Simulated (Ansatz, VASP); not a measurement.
# H4CO (liquid methanol at 298 K): VASP beside Ansatz

One calculation is typed for both programs; each brings its own data sets. How far apart do they land? The cell is taken from a series of runs on this material, whose earlier steps may have relaxed, scaled, displaced or heated it; both programs get it as it stands.

Method: plane waves, with VASP 6.6.1 beside it; single point at PBE with D3(BJ), in Ansatz 0.2.0.

## Step 1: The structure

The cell holds 180 atoms: 30 C, 30 O and 120 H. Its edges and angles: a = 12.637 Å, b = 12.637 Å, c = 12.637 Å, α = 90.0°, β = 90.0°, γ = 90.0°. As first built, before any earlier steps moved the atoms (in the runner's words): 30 methanol placed at random, at 0.791 g/cm^3; overlaps pushed apart, then 10 ps at 398 K with MMFF94 bonds, angles, torsions, charges and radii (Halgren, J. Comput. Chem. 17, 490 (1996)) in harmonic and 12-6 forms. Snapshot after 20 ps at 298 K and fixed volume. The density is a measured one. The cell carries charge −1.

## Step 2: VASP: single point, PBE with D3(BJ)

With cell and atoms fixed, the geometry can't cause a difference; cores, projectors, grids and the points listed under the comparison can.

Lines of VASP's logs that name or quote its potential files are left out, and so is its time.

Input file INCAR:

```
SYSTEM = H4CO
PREC = Accurate
ENCUT = 600
EDIFF = 1E-06
NELM = 200
ISMEAR = -1
SIGMA = 0.01
LREAL = Auto
ALGO = Normal
GGA = PE
IVDW = 12
NELECT = 421
NBANDS = 336
ISPIN = 2
MAGMOM = 0 0 0 0 0 0 0 0 0 0 0 0 0 0 0 0 0 0 0 0 0 0 0 0 0 0 0 0 0 0 0 0 0 0 0 0 0 0 0 0 0 0 0 0 0 0 0 0 0 0 0 0 0 0 0 0 0 0 0 0 0 0 0 0 0 0 0 0 0 0 0 0 0 0 0 0 0 0 0 0 0 0 0 0 0 0 0 0 0 0 0 0 0 0 0 0 0 0 0 0 0 0 0 0 0 0 0 0 0 0 0 0 0 0 0 -0 0 0 0 0 0 0 0 0 0 0 0 0 0 0 0 0 0 0 0 0 0 0 0 0 0 0 0 0 0 0 0 0 0 0 0 0 0 0 0 0 0 0 0 0 0 0 0 0 0 0 0 0 0 0 0 0 0 0 0 0 0 0 0 0
LORBIT = 11
LWAVE = .FALSE.
LCHARG = .FALSE.
ISIF = 2
LASPH = .TRUE.
GGA_COMPAT = .FALSE.
```

Input file POSCAR:

```
H4CO
1.0
   12.6368200000      0.0000000000      0.0000000000
    0.0000000000     12.6368200000      0.0000000000
    0.0000000000      0.0000000000     12.6368200000
C O H
30 30 120
Direct
    0.6498300000      0.3634200000      0.1390800000
    0.3253700000      0.4257500000      0.1323400000
    0.9157800000      0.0938500000      0.5255100000
    0.7502400000      0.6018000000      0.8816000000
    0.1427200000      0.9772500000      0.3098100000
    0.4509700000      0.6049000000      0.3915800000
    0.3957700000      0.1311400000      0.2114500000
    0.4657800000      0.4902000000      0.8723700000
    0.7772200000      0.3591800000      0.4043200000
    0.1703600000      0.6865600000      0.2705500000
    0.6597400000      0.6835300000      0.1590800000
    0.7825700000      0.8058500000      0.6249900000
    0.9767100000      0.4598100000      0.1577400000
    0.0982200000      0.3904500000      0.8949100000
    0.2562300000      0.0483200000      0.5855700000
    0.1921100000      0.3621800000      0.4548200000
    0.8742700000      0.6874100000      0.3760000000
    0.4229700000      0.7337900000      0.6776100000
    0.8103400000      0.3352300000      0.7107000000
    0.6529000000      0.9603500000      0.3101700000
    0.1832800000      0.8129800000      0.8554800000
    0.4104300000      0.8438700000      0.1348700000
    0.9139500000      0.1288800000      0.1733100000
    0.0654200000      0.5882500000      0.6496400000
    0.6199500000      0.1811400000      0.9158100000
    0.5990700000      0.0581700000      0.6065500000
    0.5852700000      0.8700400000      0.8954000000
    0.8799000000      0.9992500000      0.8619700000
    0.5005600000      0.3452800000      0.5451500000
    0.9516200000      0.7996600000      0.0876900000
[... 144 atom lines left out ...]
    0.5630900000      0.3949000000      0.5101200000
    0.5257600000      0.3699300000      0.6974100000
    0.9930300000      0.8759700000      0.0814700000
    0.8776900000      0.8043900000      0.0420900000
    0.9322700000      0.7847100000      0.1709500000
    0.0401300000      0.7325800000      0.9755100000
```

Input file KPOINTS:

```
Automatic mesh
0
Gamma
1 1 1
0 0 0
```

Potentials, in the order of the species: C, O and H (PBE family, release 64).

On the command line:

```
export OMP_NUM_THREADS=3
mpirun -np 1 vasp_gam
```

Numbers of over 12 decimals in the logs are rounded to 6 here.

The program printed:

```text
[banner, memory and clock lines left out]
running    1 mpi-ranks, on    1 nodes
[...]
Offloading initialized ...    1 GPUs detected
[...]
LDA part: xc-table for (Slater+PW92), standard interpolation
 POSCAR, INCAR and KPOINTS ok, starting setup
[...]
entering main loop
       N       E                     dE             d eps       ncg     rms          rms(c)
DAV:   1     0.336535411588E+04    0.33654E+04   -0.22554E+05  1376   0.126E+03
DAV:   2    -0.542225539238E+03   -0.39076E+04   -0.36992E+04  1720   0.283E+02
DAV:   3    -0.988741084934E+03   -0.44652E+03   -0.44280E+03  1688   0.983E+01
DAV:   4    -0.999659577398E+03   -0.10918E+02   -0.10867E+02  1728   0.170E+01
DAV:   5    -0.999925926222E+03   -0.26635E+00   -0.26595E+00  1744   0.250E+00BRMIX: very serious problems
 the old and the new charge density differ
 old charge density:   420.00000 new  421.00000
    0.523E+01
DAV:   6    -0.928336963792E+03    0.71589E+02   -0.13707E+02  1616   0.176E+01    0.249E+01
DAV:   7    -0.918093256644E+03    0.10244E+02   -0.17870E+01  1736   0.633E+00    0.125E+01
DAV:   8    -0.916284420144E+03    0.18088E+01   -0.52681E+00  1632   0.463E+00    0.227E+00
DAV:   9    -0.916218563249E+03    0.65857E-01   -0.83744E-01  1672   0.203E+00    0.116E+00
[...]
DAV:  17    -0.916265823965E+03   -0.68326E-05   -0.75224E-05  1584   0.190E-02    0.104E-02
DAV:  18    -0.916265826418E+03   -0.24530E-05   -0.14227E-05  1528   0.878E-03    0.557E-03
DAV:  19    -0.916265827146E+03   -0.72782E-06   -0.68736E-06  1448   0.685E-03
   1 F= -.92241420E+03 E0= -.92240727E+03  d E =-.138629E-01  mag=    -0.0017
```

OUTCAR, selected parts (step 2):

```text
 magnetization (x)
# of ion       s       p       d       tot
------------------------------------------
    1       -0.000  -0.000   0.000  -0.000
    2       -0.000  -0.000   0.000  -0.000
    3       -0.000  -0.000   0.000  -0.000
    4       -0.000  -0.000   0.000  -0.000
    5       -0.000  -0.000   0.000  -0.000
    6       -0.000  -0.000   0.000  -0.000
[...]
178       -0.000  -0.000   0.000  -0.000
  179        0.000  -0.000   0.000  -0.000
  180       -0.000  -0.000   0.000  -0.000
--------------------------------------------------
tot         -0.000  -0.000   0.000  -0.000
```

This run allows spin, but its moments start at zero, where symmetry between the spins tends to hold them. Its electron count is odd, so without a moment it is a metal by construction.

## Step 3: Ansatz: single point, PBE with D3(BJ)

Ansatz runs on its default PAW (the set named soft_2) files.

The same cell, functional, mesh and smearing now go to Ansatz, which takes its cutoff from its data sets.

Input file input.yaml:

```yaml
crystal:
  lattice:
    - [12.63682, 0.0, 0.0]
    - [0.0, 12.63682, 0.0]
    - [0.0, 0.0, 12.63682]
  atoms:
    - { symbol: C, position: [0.64983, 0.36342, 0.13908] }
    - { symbol: O, position: [0.60469, 0.43239, 0.21671] }
    - { symbol: H, position: [0.72168, 0.39708, 0.10296] }
    - { symbol: H, position: [0.67073, 0.28876, 0.1781] }
    - { symbol: H, position: [0.59248, 0.34569, 0.07599] }
    - { symbol: H, position: [0.58786, 0.50131, 0.18097] }
    - { symbol: C, position: [0.32537, 0.42575, 0.13234] }
    - { symbol: O, position: [0.25054, 0.36602, 0.19282] }
    - { symbol: H, position: [0.33716, 0.38372, 0.05717] }
    - { symbol: H, position: [0.29503, 0.50564, 0.11544] }
    - { symbol: H, position: [0.40234, 0.43192, 0.17295] }
    - { symbol: H, position: [0.23638, 0.40379, 0.26112] }
    - { symbol: C, position: [0.91578, 0.09385, 0.52551] }
    - { symbol: O, position: [0.84268, 0.10122, 0.43992] }
    - { symbol: H, position: [0.97576, 0.03167, 0.51259] }
    - { symbol: H, position: [0.95736, 0.16938, 0.53875] }
    - { symbol: H, position: [0.8711, 0.07476, 0.59753] }
    - { symbol: H, position: [0.88173, 0.12862, 0.37655] }
    - { symbol: C, position: [0.75024, 0.6018, 0.8816] }
    - { symbol: O, position: [0.68556, 0.60771, 0.78862] }
    - { symbol: H, position: [0.81627, 0.54606, 0.87132] }
    - { symbol: H, position: [0.78219, 0.68028, 0.90215] }
    - { symbol: H, position: [0.70006, 0.57506, 0.9471] }
    - { symbol: H, position: [0.72921, 0.63531, 0.72903] }
    - { symbol: C, position: [0.14272, 0.97725, 0.30981] }
    - { symbol: O, position: [0.13552, 0.08871, 0.32441] }
    - { symbol: H, position: [0.06735, 0.94212, 0.33543] }
    - { symbol: H, position: [0.15624, 0.95589, 0.22609] }
    - { symbol: H, position: [0.20664, 0.94289, 0.35824] }
    - { symbol: H, position: [0.20448, 0.12177, 0.30289] }
[... 144 atom lines left out ...]
    - { symbol: C, position: [0.95162, 0.79966, 0.08769] }
    - { symbol: O, position: [0.01752, 0.71444, 0.05088] }
    - { symbol: H, position: [0.99303, 0.87597, 0.08147] }
    - { symbol: H, position: [0.87769, 0.80439, 0.04209] }
    - { symbol: H, position: [0.93227, 0.78471, 0.17095] }
    - { symbol: H, position: [0.04013, 0.73258, 0.97551] }
total_charge: -1
kpoints:
  mp_grid: { grid: [1, 1, 1] }
hamiltonian:
  xc: pbe
  dispersion: d3bj
scf:
  occupations: { method: fermi_dirac, width: 0.01 }
  lower_state_search: "off"
output:
  forces: true
  stress: true
  populations: true
  dos:
    method: { smearing: { sigma: 0.15 } }
    de: 0.1
    projected: { site_lists: { C: [C], H: [H], O: [O] } }
  eigenvalues: true
  write_density: true
  write_potential: true
  volumetric_format: npy
magnetization:
  spin_polarized: true
  initial_magnetization: 1
```

On the command line:

```
ansatz run input.yaml --threads 4 --pin off --max-ram 8192MiB --backend cpu --events-out ev --progress --plain --runs-dir out
```

The program printed:

```text
Engine: ansatz 0.2.0, aarch64-unknown-linux-gnu
Pseudopotentials: kind: paw
Pseudopotential: C, paw, valence charge 4, recommended cutoff 420 eV (normal), C.paw.azcp
Pseudopotential: O, paw, valence charge 6, recommended cutoff 420 eV (normal), O.paw.azcp
Pseudopotential: H, paw, valence charge 1, recommended cutoff 420 eV (normal), H.paw.azcp
Functional definition: PBE
  parameter kappa = 0.804
  parameter beta = 0.066725
  exchange = pbe_x(kappa = kappa, mu = beta*pi^2/3)
  correlation = pbe_c(beta = beta)
Crystal: 180 atoms, lattice volume = 2017.964 Å³
Basis set: ecut = 420 eV, 39223 PW (Γ), exchange–correlation on 180×180×180 points (8 copies of the dense FFT grid, shifted against one another)
Bands: 391, of which v1, the nominal top of the filled ones, is band 211 counted from 1 (210 counted from 0)
Symmetry: 1 space group operations
Space group: P1 (ITA 1), of the structure as read, at distance tolerance 1.3e-4 Å
Magnetic group: BNS 1.1 (UNI 1), of the structure as read, at distance tolerance 1.3e-4 Å
k-points: 1
Non-local potential: C, projectors of the file, l = 0: 2, l = 1: 2, l = 2: 1
Non-local potential: O, projectors of the file, l = 0: 2, l = 1: 2, l = 2: 1
Non-local potential: H, projectors of the file, l = 0: 2, l = 1: 1
PAW form: soft (Blöchl's): semilocal exchange-correlation on the pseudo side does not see the compensation charge
PAW one-centre angular grid: C, 110 points (default); XC on 64 Gauss nodes
PAW one-centre angular grid: O, 110 points (default); XC on 64 Gauss nodes
PAW one-centre angular grid: H, 110 points (default); XC on 64 Gauss nodes
Initial density: superposition of atomic densities (chi_scale 0.1, normalization cell, long waves kept (reshape's long-wave potential 0.78 eV rms))
Starting moments: Σ|m| = 1 μB on 180 of 180 sites
Initial wavefunctions: pseudopotential atomic-orbital guess
Functional: x = pbe(κ = 0.804, μ = 0.219515), c = pbe(β = 0.066725)
SCF iter   1: F=—  HF=-26553.577928 eV  |F-HF|=—  |Δ(HF+E_count)|=         —  Δρ=5.38e-2 (↑5.35e-2 ↓5.38e-2)  dr2=2.36e2  dr2_m=6.75e-3  M=1.000 μB ∫|m|=1.015 μB  β_m=1.00  ethr=3.10e-3  ⟨swp⟩=6.0  Hψ=3654  notcnv=0  defer=66
preconditioner: auto → Resta (q_TF=auto, 2.101 Å⁻¹)  ε∞=2.1  [insulator: Δε(μ)=0.523 eV  Ē_g=13.892 eV  σ=0.010 eV  W_gap=1.00  n_scr=304 (ndim 8)  ℏωp=14.3 eV  f_vac=0.143  D(μ)=0.00/eV (n_scr^D=0)  ε∞_Penn≈2.1]
spin=Collinear: Resta preconditioning applied to the charge; magnetization (m = ρ↑ − ρ↓) channel mixes plain (no charge-response kernel on spin).
SCF iter   2: F=—  HF=-26499.735192 eV  |F-HF|=—  |Δ(HF+E_count)|=         —  Δρ=3.31e-2 (↑3.31e-2 ↓3.31e-2)  dr2=8.01e1  dr2_m=4.33e-4  M=0.815 μB ∫|m|=0.850 μB  β_m=0.30  ethr=3.10e-3  ⟨swp⟩=3.0  Hψ=1287  notcnv=0  defer=348
Mixer restart at iter 2: flushing history
SCF iter   3: F=—  HF=-26482.376888 eV  |F-HF|=—  |Δ(HF+E_count)|=    1.74e1  Δρ=2.20e-2 (↑2.20e-2 ↓2.19e-2)  dr2=3.22e1  dr2_m=1.25e-3  M=0.682 μB ∫|m|=0.794 μB  β_m=0.30  ethr=3.10e-3  ⟨swp⟩=3.0  Hψ=1047  notcnv=0  defer=348
SCF iter   4: F=—  HF=-26471.538137 eV  |F-HF|=—  |Δ(HF+E_count)|=    1.08e1  Δρ=7.01e-3 (↑7.01e-3 ↓6.60e-3)  dr2=2.40e0  dr2_m=3.64e-3  M=0.371 μB ∫|m|=0.650 μB  β_m=0.30  ethr=3.10e-3  ⟨swp⟩=4.0  Hψ=1083  notcnv=0  defer=348
SCF iter   5: F=—  HF=-26471.050803 eV  |F-HF|=—  |Δ(HF+E_count)|=   4.87e-1  Δρ=1.44e-3 (↑1.44e-3 ↓1.39e-3)  dr2=1.44e-1  dr2_m=9.59e-4  M=0.206 μB ∫|m|=0.268 μB  β_m=0.30  ethr=5.70e-4  ⟨swp⟩=2.5  Hψ=1041  notcnv=0  defer=348
SCF iter   6: F=—  HF=-26471.086329 eV  |F-HF|=—  |Δ(HF+E_count)|=   3.55e-2  Δρ=1.04e-3 (↑1.04e-3 ↓9.95e-4)  dr2=5.56e-2  dr2_m=6.01e-4  M=0.145 μB ∫|m|=0.181 μB  β_m=0.30  ethr=3.42e-5  ⟨swp⟩=4.5  Hψ=753  notcnv=0  defer=348
SCF iter   7: F=—  HF=-26471.125184 eV  |F-HF|=—  |Δ(HF+E_count)|=   3.89e-2  Δρ=3.01e-4 (↑2.42e-4 ↓3.01e-4)  dr2=3.80e-3  dr2_m=5.03e-4  M=0.027 μB ∫|m|=0.068 μB  β_m=0.30  ethr=1.32e-5  ⟨swp⟩=3.0  Hψ=760  notcnv=0  defer=348
SCF iter   8: F=—  HF=-26471.127576 eV  |F-HF|=—  |Δ(HF+E_count)|=   2.39e-3  Δρ=1.89e-4 (↑1.56e-4 ↓1.89e-4)  dr2=1.39e-3  dr2_m=2.34e-4  M=0.049 μB ∫|m|=0.074 μB  β_m=0.30  ethr=9.04e-7  ⟨swp⟩=2.0  Hψ=806  notcnv=0  defer=348
SCF iter   9: F=—  HF=-26471.128997 eV  |F-HF|=—  |Δ(HF+E_count)|=   1.42e-3  Δρ=9.26e-5 (↑8.60e-5 ↓9.26e-5)  dr2=1.24e-4  dr2_m=1.24e-4  M=0.049 μB ∫|m|=0.068 μB  β_m=0.30  ethr=3.30e-7  ⟨swp⟩=3.0  Hψ=781  notcnv=0  defer=348
Mixer restart at iter 9: flushing history
spin-set hold released at iteration 9 (site moments contracting): the magnetisation degrees of freedom join the quasi-Newton model from the next iteration; the mixer history was flushed
SCF iter  10: F=—  HF=-26471.129098 eV  |F-HF|=—  |Δ(HF+E_count)|=   1.01e-4  Δρ=6.00e-5 (↑5.76e-5 ↓6.00e-5)  dr2=7.14e-5  dr2_m=5.45e-5  M=0.068 μB ∫|m|=0.081 μB  β_m=0.61  ethr=2.94e-8  ⟨swp⟩=3.0  Hψ=754  notcnv=0  defer=348
[...]
--- Löwdin populations: 180 sites ---
  site symbol       q [e]    m [muB]
     0      C      4.2273     0.0001
     1      O      6.5125     0.0000
     2      H      0.8188     0.0000
     3      H      0.8045     0.0001
     4      H      0.8300     0.0001
     5      H      0.6295     0.0000
     6      C      4.2396     0.0002
     7      O      6.5097     0.0000
     8      H      0.8124     0.0002
     9      H      0.8171     0.0000
    10      H      0.8276     0.0000
    11      H      0.6282     0.0000
    12      C      4.2230     0.0001
    13      O      6.5189     0.0000
    14      H      0.8304     0.0001
    15      H      0.8224     0.0001
    16      H      0.8115     0.0000
    17      H      0.6285     0.0000
    18      C      4.2262     0.0001
    19      O      6.5141     0.0000
    20      H      0.8209     0.0000
    21      H      0.8237     0.0000
    22      H      0.7961     0.0000
    23      H      0.6232     0.0000
[...]
172      H      0.8206     0.0000
   173      H      0.6200     0.0001
   174      C      4.2339     0.0001
   175      O      6.5006     0.0000
   176      H      0.8128     0.0001
   177      H      0.8108     0.0000
   178      H      0.8096     0.0000
   179      H      0.6284     0.0001
  spilling = 0.014698 (of n_electrons = 421.000000)
```

Reading the cycles: dr2 is the Hartree energy of the density residual (eV), the measure of convergence; HF is the Harris–Foulkes estimate of the energy, which meets the free energy F at convergence.

## Step 4: Comparison

Known differences besides the potentials themselves: the cutoff is 420 eV in Ansatz and 600 eV in VASP (PREC = Accurate, projectors in real space). Total energies have different zeros and are not compared.

Forces on 8 of the 180 atoms, those with the largest forces and the largest differences (eV/Å; atoms numbered as in POSCAR):

| atom | Ansatz x, y, z | VASP x, y, z |
| --- | --- | --- |
| C3 | 0.000, 0.001, -0.001 | 0.064, -0.014, 0.110 |
| C10 | 0.001, -0.001, 0.005 | -0.011, -0.005, 0.126 |
| C15 | 0.006, -0.001, 0.001 | -0.090, 0.055, -0.069 |
| C20 | -0.010, -0.004, 0.001 | -0.105, 0.014, -0.091 |
| C22 | 0.003, 0.005, -0.002 | 0.037, 0.122, 0.019 |
| C25 | -0.001, -0.003, 0.001 | -0.121, -0.029, -0.019 |
| C26 | 0.009, -0.002, -0.005 | 0.096, -0.066, -0.071 |
| C27 | -0.003, 0.001, -0.005 | -0.085, -0.034, -0.101 |

The forces differ by 45 meV/Å r.m.s., where the r.m.s. force is 0.005 eV/Å in Ansatz and 0.044 eV/Å in VASP: the atoms lie near their places of rest in Ansatz, so a percentage would say little (all taken over all components). The cell carries a charge of -1 e against a uniform background, so its pressure also hangs on how the neutralising background is counted, and in a defect's cell a gap may be the spacing between its levels.

## Step 5: Results

```
r.m.s. force difference (single point, PBE with D3(BJ)) : 45 meV/Å
```

**Reading.** The r.m.s. force difference is 45 meV/Å (single point, PBE with D3(BJ)), beyond the 12 meV/Å picked in this series as the mark of a large difference. What causes the difference of the single point, PBE with D3(BJ) pair stays open here. Such differences can come from data sets, numerical settings and the points named under the comparisons, not from the functional's error against experiment.

[Lines on the potential files, build, host, timing and source positions are cut from VASP's logs without a mark.]

[Logs are printed without paths, hosts, clocks, repeated set-up lines and the standing remarks that a program may print on its own settings, such as how far it seeks lower states.]

[Hosts, paths, dates, database ids (printed as entryN), source tags and the programs' standing remarks are cut or masked in the printed files.]

[The MMFF94 radii named for the starting cell were scaled by 0.96; in molecules described by MMFF94, hydrogen bound to N, O or S took a small fixed 12-6 site in their place.]
